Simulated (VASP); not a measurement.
Input:

```
CELL_PARAMETERS angstrom
      0.00000     3.26606     3.26606
      3.26606     0.00000     3.26606
      3.26606     3.26606     0.00000
ATOMIC_POSITIONS crystal
  Sn 0.00000 0.00000 0.00000
  Te 0.50000 0.50000 0.50000
```

Level of theory: PBE GGA, VASP's PBE PAW potentials (set 64) (plane waves; VASP). Settings: 520 eV cut-off, 7×7×7 Γ-centred mesh, Gaussian smearing of 0.050 eV, potentials Sn_d Te.

### Question
Give the stress tensor in GPa (positive for a compressed cell).

### Answer

```
-2.08   0.00   0.00
 0.00  -2.08   0.00
 0.00   0.00  -2.08
```
The pressure is its mean diagonal, -2.08 GPa.

The compound is SnTe in the rock salt structure, which distorts at low temperature. This cell is one point of a volume scan, at 1.06 of the reference volume.
